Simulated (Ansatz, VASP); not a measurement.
# Cross-check of InSe between VASP and Ansatz, part 2 of 2

Aim: how closely do two programs agree when they are given the same cell, functional and k mesh? The cell is taken from a series of runs on this material, whose earlier steps may have relaxed, scaled, displaced or heated it; both programs get it as it stands.

VASP 6.6.1 and Ansatz 0.2.0.

So far: Starting point; Ansatz: relaxation of cell and atoms, PBE with D3(BJ); VASP: relaxation of cell and atoms, PBE with D3(BJ).

**3. VASP: relaxation of cell and atoms, PBE with D3(BJ) (continued)**

Level of this step: PBE with D3(BJ); plane waves and PAW (In_d, Se) (VASP).

Numbers of over 12 decimals in the logs are rounded to 6 here.

Parts of OUTCAR (step 3):

```text
ion  position               nearest neighbor table
   1  0.333  0.667  0.167-   6 2.66   6 2.66   6 2.66   3 2.79
   2  0.667  0.333  0.667-   5 2.66   5 2.66   5 2.66   4 2.79
   3  0.333  0.667  0.333-   8 2.66   8 2.66   8 2.66   1 2.79
   4  0.667  0.333  0.833-   7 2.66   7 2.66   7 2.66   2 2.79
   5  0.333  0.667  0.590-   2 2.66   2 2.66   2 2.66
   6  0.667  0.333  0.090-   1 2.66   1 2.66   1 2.66
   7  0.333  0.667  0.910-   4 2.66   4 2.66   4 2.66
   8  0.667  0.333  0.410-   3 2.66   3 2.66   3 2.66

  LATTYP: Found a hexagonal cell.
 ALAT       =     4.0275000000
 C/A-ratio  =     4.1700806952

 Subroutine GETGRP returns: Found 24 space group operations
 (whereof 12 operations were pure point group operations)

The static configuration has the point symmetry D_3d.
 The point group associated with its full space group is D_6h.

 Found     14 irreducible k-points:

   k-points           NKPTS =     14   k-points in BZ     NKDIM =     14   number of bands    NBANDS=     47

   dimension x,y,z NGX =    30 NGY =   30 NGZ =  126
   dimension x,y,z NGXF=    60 NGYF=   60 NGZF=  252

   ENCUT  =  500.0 eV  36.75 Ry    6.06 a.u.   7.34  7.34 30.62*2*pi/ulx,y,z

   NELECT =      76.0000    total number of electrons

 k-points in reciprocal lattice and weights: Automatic mesh
   0.00000000  0.00000000  0.00000000       0.014
   0.16666667  0.00000000  0.00000000       0.083
   0.33333333  0.00000000  0.00000000       0.083
   0.50000000  0.00000000  0.00000000       0.042
   0.16666667  0.16666667  0.00000000       0.083
   0.33333333  0.16666667  0.00000000       0.167
   0.33333333  0.33333333  0.00000000       0.028
   0.00000000  0.00000000  0.50000000       0.014
   0.16666667  0.00000000  0.50000000       0.083
[...]
0.33333333  0.16666667  0.50000000       0.167
   0.33333333  0.33333333  0.50000000       0.028

 Edisp (eV)   -2.37256

 average (electrostatic) potential at core
       1 -97.2530       2 -97.2530       3 -97.2530       4 -97.2530       5 -54.1416
       6 -54.1416       7 -54.1416       8 -54.1416

 E-fermi :   4.1849

 k-point     1 :       0.0000    0.0000    0.0000
  band No.  band energies     occupation
    ...
     34       2.8380      2.00000
     35       2.8380      2.00000
     36       2.9139      2.00000
     37       2.9139      2.00000
     38       4.0088      1.99970
     39       4.3610      0.00030
     40       5.7345      0.00000
     41       6.1223      0.00000
     42       6.1264      0.00000
     43       8.1945      0.00000
    ...

 k-point     2 :       0.1667    0.0000    0.0000
  band No.  band energies     occupation
    ...
     34       2.4001      2.00000
     35       2.5568      2.00000
     36       2.6709      2.00000
     37       2.9489      2.00000
     38       3.7723      2.00000
     39       5.5900      0.00000
     40       6.1148      0.00000
     41       6.6081      0.00000
     42       6.9144      0.00000
     43       7.5313      0.00000
    ...

 k-point     3 :       0.3333    0.0000    0.0000
  band No.  band energies     occupation
    ...
     34       2.0634      2.00000
     35       2.1272      2.00000
     36       2.2335      2.00000
     37       2.7857      2.00000
     38       2.9973      2.00000
     39       5.4558      0.00000
     40       5.5921      0.00000
     41       6.0571      0.00000
     42       6.1689      0.00000
     43       7.5019      0.00000
    ...

 Edisp (eV)   -2.37253

  Total       0.03863     0.03863     0.01360    -0.00000     0.00000     0.00000
  in kB       0.26211     0.26211     0.09225    -0.00000     0.00000     0.00000
  external pressure =        0.21 kB  Pullay stress =        0.00 kB

  energy-cutoff  :      500.00
  volume of cell :      236.16
      direct lattice vectors                 reciprocal lattice vectors
     4.033341169 -0.000000000  0.000000000     0.247933403  0.143144430  0.000000000
    -2.016670585  3.492975599 -0.000000000     0.000000000  0.286288859  0.000000000
     0.000000000 -0.000000000 16.762483819    -0.000000000  0.000000000  0.059657030

 POSITION                                       TOTAL-FORCE (eV/Angst)
 -----------------------------------------------------------------------------------
      0.00000      2.32865      2.79399        -0.000000      0.000000      0.002925
      2.01667      1.16433     11.17523        -0.000000      0.000000      0.002925
      0.00000      2.32865      5.58725         0.000000     -0.000000     -0.002925
      2.01667      1.16433     13.96850         0.000000     -0.000000     -0.002925
      0.00000      2.32865      9.88784        -0.000000      0.000000     -0.004929
      2.01667      1.16433      1.50660         0.000000     -0.000000     -0.004929
      0.00000      2.32865     15.25588        -0.000000      0.000000      0.004929
      2.01667      1.16433      6.87464         0.000000     -0.000000      0.004929
 -----------------------------------------------------------------------------------
    total drift:                               -0.000000     -0.000000      0.000000

  FREE ENERGIE OF THE ION-ELECTRON SYSTEM (eV)
  ---------------------------------------------------
  free  energy   TOTEN  =       -30.6842689533 eV

  energy  without entropy=      -30.6842673218  energy(sigma->0) =      -30.68426814

 reached required accuracy - stopping structural energy minimisation

 total charge
# of ion       s       p       d       tot
------------------------------------------
    1        0.860   0.655   9.882  11.398
    2        0.860   0.655   9.882  11.398
    3        0.860   0.655   9.882  11.398
    4        0.860   0.655   9.882  11.398
    5        1.474   2.331   0.022   3.827
    6        1.474   2.331   0.022   3.827
    7        1.474   2.331   0.022   3.827
    8        1.474   2.331   0.022   3.827
--------------------------------------------------
tot          9.334  11.947  39.618  60.899

[... 3 further parts left out ...]
```

The run keeps the 24 symmetry operations of its start, so it cannot find a distortion of lower symmetry.

**4. Differences**

Known differences besides the potentials themselves: the data sets hold 116 valence electrons in Ansatz (on its PAW soft_1 files) and 76 in VASP; the cutoff is 420 eV in Ansatz and 500 eV in VASP; Ansatz adds a Pulay correction to the stress that steers its cell, VASP none. Total energies have different zeros and are not compared.

The two programs side by side:

```csv
quantity,Ansatz,VASP,difference
volume (Å³),236.05,236.16,-0.05 %
"edge a after relaxation, in the typed setting (Å)",4.034,4.033,+0.01 %
"edge c after relaxation, in the typed setting (Å)",16.753,16.762,-0.06 %
```

**5. What came out**

```
difference in edge c after relaxation, in the typed setting (relaxation of cell and atoms, PBE with D3(BJ)) : -0.060 %
```

The difference in edge c after relaxation, in the typed setting is -0.060 % (relaxation of cell and atoms, PBE with D3(BJ)), within the 1.2 % picked in this series as the mark of a large difference, as far as the stopping tolerances let one tell. The data sets hold unlike numbers of valence electrons (116 in Ansatz and 76 in VASP), so part of the differences comes from the potentials. How closely two codes agree says nothing of how well the functional describes the real material.

[Lines on the potential files, build, host, timing and source positions are cut from VASP's logs without a mark.]

[Logs are printed without paths, hosts, clocks, repeated set-up lines and the standing remarks that a program may print on its own settings, such as how far it seeks lower states.]

[Hosts, paths, dates, database ids (printed as entryN), source tags and the programs' standing remarks are cut or masked in the printed files.]
